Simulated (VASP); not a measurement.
Consider the following.

```xyz
2
Lattice="0.0000 2.5800 2.5800 2.5800 0.0000 2.5800 2.5800 2.5800 0.0000" Properties=species:S:1:pos:R:3 pbc="T T T"
Sr     0.0000     0.0000     0.0000
O      2.5800     2.5800     2.5800
```

Calculation: PBE GGA, VASP's PBE PAW potentials (set 64) (plane waves; VASP). Settings: 520 eV cut-off, 7×7×7 Γ-centred mesh, Gaussian smearing of 0.050 eV, potentials Sr_sv O.

Problem. Predict the energy per atom (σ→0), pressure.

Solution. 
* **energy per atom (σ→0)**: -6.024 eV/atom
* **pressure**: 2.35 GPa

The compound is SrO in the rock salt structure. The cell was not relaxed at this level. The run is one of a series of settings (KPOINTS 7×7×7 Γ-centred mesh against the base run), some of them coarse on purpose.
